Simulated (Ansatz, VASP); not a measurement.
# Cross-check of GaIr between VASP and Ansatz, part 2 of 2

Aim: how closely do two programs agree when they are given the same cell, functional and k mesh? The cell is taken from a series of runs on this material, whose earlier steps may have relaxed, scaled, displaced or heated it; both programs get it as it stands.

VASP 6.6.1 and Ansatz 0.2.0.

So far: Set-up; Ansatz: relaxation of cell and atoms, PBEsol; VASP: relaxation of cell and atoms, PBEsol; Side by side.

## (5) VASP: zone-centre phonons, PBEsol

Level of this step: PBEsol; plane waves and PAW (Ga_d, Ir) (VASP).

Second derivatives magnify differences that forces hide, and they need a tight electronic threshold.

The input, INCAR:

```
SYSTEM = GaIr
PREC = Accurate
ENCUT = 500
EDIFF = 1E-08
NELM = 120
ISMEAR = 1
SIGMA = 0.15
LREAL = .FALSE.
ALGO = Normal
GGA = PS
NBANDS = 17
LASPH = .TRUE.
LORBIT = 11
LWAVE = .FALSE.
LCHARG = .FALSE.
ISIF = 2
IBRION = 8
GGA_COMPAT = .FALSE.
KPAR = 2
```

The input, POSCAR:

```
GaIr
1.0
    3.0204357621      0.0000000000      0.0000000000
    0.0000000000      3.0204357621      0.0000000000
    0.0000000000      0.0000000000      3.0204357621
Ga Ir
1 1
Direct
    0.0000000000      0.0000000000      0.0000000000
    0.5000000000      0.5000000000      0.5000000000
```

The input, KPOINTS:

```
Automatic mesh
0
Gamma
12 12 12
0 0 0
```

PAW data sets: Ga_d and Ir (PBE family, release 64).

The run is started by

```
> mpirun -np 2 vasp_std
```

Numbers of over 12 decimals in the logs are rounded to 6 here.

The log of the run:

```text
[banner, memory and clock lines left out]
running    2 mpi-ranks, on    1 nodes
[...]
[... a notice as in an earlier step ...]

 LDA part: xc-table for (Slater+PW92), standard interpolation
 POSCAR, INCAR and KPOINTS ok, starting setup
[...]
entering main loop
       N       E                     dE             d eps       ncg     rms          rms(c)
DAV:   1     0.120956846127E+03    0.12096E+03   -0.11088E+04  3136   0.217E+03
DAV:   2    -0.705880501294E+01   -0.12802E+03   -0.12284E+03  2890   0.365E+02
DAV:   3    -0.144712273214E+02   -0.74124E+01   -0.73441E+01  3300   0.840E+01
DAV:   4    -0.145671907134E+02   -0.95963E-01   -0.95902E-01  3374   0.937E+00
[...]
DAV:  12    -0.139889468611E+02   -0.16725E-06   -0.81153E-07  3907   0.109E-02    0.945E-04
DAV:  13    -0.139889467800E+02    0.81056E-07   -0.34372E-08  3029   0.152E-03    0.258E-04
DAV:  14    -0.139889467868E+02   -0.67766E-08   -0.53172E-09  1615   0.102E-03
   1 F= -.13988947E+02 E0= -.13989986E+02  d E =0.311679E-02
[...]
RMM:  14    -0.161278043530E+00    0.26857E-07   -0.28935E-09 14056   0.112E-04    0.797E-07
RMM:  15    -0.161278061391E+00   -0.17862E-07   -0.79579E-09 12439   0.948E-05    0.604E-07
RMM:  16    -0.161278055429E+00    0.59620E-08   -0.51505E-09  9701   0.846E-05    0.246E-07
 first order change of Fermi-energy   0.43664E-03
 force on displaced ion       1 direction 1 :  -6.056  -0.000   0.000
 Linear response progress:
  Degree of freedom:   2/  2
       N       E                     dE             d eps       ncg     rms          rms(c)
RMM:   1    -0.190294600428E+00   -0.19029E+00   -0.14679E-01 13137   0.226E+00
RMM:   2    -0.190378823575E+00   -0.84223E-04   -0.63156E-03 12548   0.481E-01    0.115E-01
RMM:   3    -0.190265043266E+00    0.11378E-03   -0.40901E-04 13017   0.139E-01    0.695E-02
RMM:   4    -0.190395313281E+00   -0.13027E-03   -0.27685E-04 13062   0.102E-01    0.826E-03
[...]
RMM:  10    -0.190338629753E+00    0.56354E-06   -0.17988E-08 13515   0.229E-04    0.282E-05
RMM:  11    -0.190338806055E+00   -0.17630E-06   -0.17433E-08 13256   0.156E-04    0.291E-06
RMM:  12    -0.190338802526E+00    0.35295E-08   -0.16997E-08 14238   0.112E-04    0.287E-06
 first order change of Fermi-energy   0.11564E-02
 force on displaced ion       2 direction 1 :  -6.017  -0.000   0.000
 Linear response finished
```

OUTCAR, selected parts (step 5):

```text
  Total        0.0626659      0.0626659      0.0626659     -0.0000000      0.0000000     -0.0000000
  in kB        3.6436169      3.6436169      3.6436169     -0.0000000      0.0000000     -0.0000000
  external PRESSURE =       3.6436169 kB  Pullay stress =       0.0000000 kB

 POSITION                                       TOTAL-FORCE (eV/Angst)
 -----------------------------------------------------------------------------------
      0.00000      0.00000      0.00000         0.000000      0.000000      0.000000
      1.51022      1.51022      1.51022         0.000000      0.000000      0.000000
 -----------------------------------------------------------------------------------
    total drift:                                0.000000      0.000000     -0.000000

[... 1 part as in an earlier step ...]

[... 1 further part left out ...]
```

## (6) Ansatz: zone-centre phonons, PBEsol

The same cell, functional, mesh and smearing now go to Ansatz, which takes its cutoff from its data sets.

The cell is taken from a series of runs on this material, whose earlier steps may have relaxed, scaled, displaced or heated it; both programs get it as it stands.

The input, input.yaml:

```yaml
crystal:
  lattice:
    - [3.0204357621, 0.0, 0.0]
    - [0.0, 3.0204357621, 0.0]
    - [0.0, 0.0, 3.0204357621]
  atoms:
    - { symbol: Ga, position: [0.0, 0.0, 0.0] }
    - { symbol: Ir, position: [0.5, 0.5, 0.5] }
kpoints:
  mp_grid: { grid: [12, 12, 12] }
hamiltonian:
  xc: pbesol
  pseudopotentials: { kind: nc }
scf:
  occupations: { method: methfessel_paxton, width: 0.15 }
output:
  eigenvalues: true
phonons:
  method: dfpt
```

The run is started by

```
> ansatz run input.yaml --threads 4 --pin off --max-ram 7168MiB --backend cpu --events-out ev --progress --plain --runs-dir out
```

The log of the run:

```text
[...]
Crystal: 2 atoms, lattice volume = 27.556 Å³
Basis set: ecut = 1088.45545 eV, 2301 PW (Γ), exchange–correlation on 72×72×72 points (8 copies of the dense FFT grid, shifted against one another)
Bands: 19, of which v1, the nominal top of the filled ones, is band 15 counted from 1 (14 counted from 0)
Symmetry: 48 space group operations
k-points: 196 of 1728 (irreducible under 8 space group operations, time reversal used)
[...]
k mesh reduced under 8 symmetry operations, with k and −k counted as one. Each operation leaves every solved perturbation unchanged. A smaller set is not used because it would not reduce the number of displacements times k-points to solve
  ASR residual: 2.115e-4 → 0.000e0 eV/Å²; symmetrization residual: 1.816e-5 eV/Å²
  ASR residual per site (eV/Å²): 4.57e-5 2.12e-4
  Γ frequencies (cm⁻¹): 0.00 0.00 0.00 177.34 177.34 177.34
  non-analytic LO–TO correction: not included (Born effective charges unavailable; polar crystals: no LO–TO splitting at Γ)
[key lines of the parts left out:]
SCF converged after 9 iterations
Free energy (F): -5204.081402 eV
Fermi energy:    21.407474 eV
```

## (7) Side by side

What differs besides the data sets and the points named for the pairs above, as far as they apply: the data sets hold 30 valence electrons in Ansatz (on norm-conserving files, of PseudoDojo where its log says so) and 22 in VASP. Total energies have different zeros and are not compared.

Compared:

| quantity | Ansatz | VASP | difference |
| --- | --- | --- | --- |
| optical mode 1 to 3 (cm⁻¹) | 177.3 | 179.3 | -1.07 % |

Modes are paired by rising frequency, not by their patterns, so a pair may set unlike modes beside each other; they are those without the splitting of longitudinal modes.

## (8) Outcome

```
difference in volume (relaxation of cell and atoms, PBEsol)                                                          : -0.15 %
r.m.s. difference of the optical zone-centre modes, each program's sorted by frequency (zone-centre phonons, PBEsol) : 1.9 cm⁻¹
difference in optical mode 1 to 3 (zone-centre phonons, PBEsol)                                                      : -1.1 %
```

**Reading.** The difference in volume is -0.15 % (relaxation of cell and atoms, PBEsol), within the 1.2 % picked in this series as the mark of a large difference, as far as the stopping tolerances let one tell. The data sets hold unlike numbers of valence electrons (30 in Ansatz and 22 in VASP), so part of the differences comes from the potentials. Among the rows given in per cent, the largest difference of the zone-centre phonons, PBEsol pair is in optical mode 1 to 3, -1.1 %. Such differences can come from data sets, numerical settings and the points named under the comparisons, not from the functional's error against experiment.

[Lines on the potential files, build, host, timing and source positions are cut from VASP's logs without a mark.]

[Logs are printed without paths, hosts, clocks, repeated set-up lines and the standing remarks that a program may print on its own settings, such as how far it seeks lower states.]

[Hosts, paths, dates, database ids (printed as entryN), source tags and the programs' standing remarks are cut or masked in the printed files.]
